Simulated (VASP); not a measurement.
```
Rh
1.0
    0.00000     1.89739     1.89739
    1.89739     0.00000     1.89739
    1.89739     1.89739     0.00000
Rh
1
Cartesian
  0.00000   0.00000   0.00000
```

Level of theory: MS2 meta-GGA, VASP's PBE PAW potentials (set 64) (plane waves; VASP). Run with 520 eV cut-off, 18×18×18 Γ-centred mesh, tetrahedra with Blöchl corrections, potentials Rh_pv.

Problem. What does the run give for the energy per atom (σ→0), band gap (over mesh and band path) with the smallest direct gap where there is one?

Solution. 
band gap (over mesh and band path): none (metal, semimetal or under 0.01 eV)
energy per atom (σ→0): -531.0 kJ/mol of atoms

The absolute energy has meaning only against runs of the same code, potentials and settings.

The compound is Rh in the fcc structure. It was relaxed first.
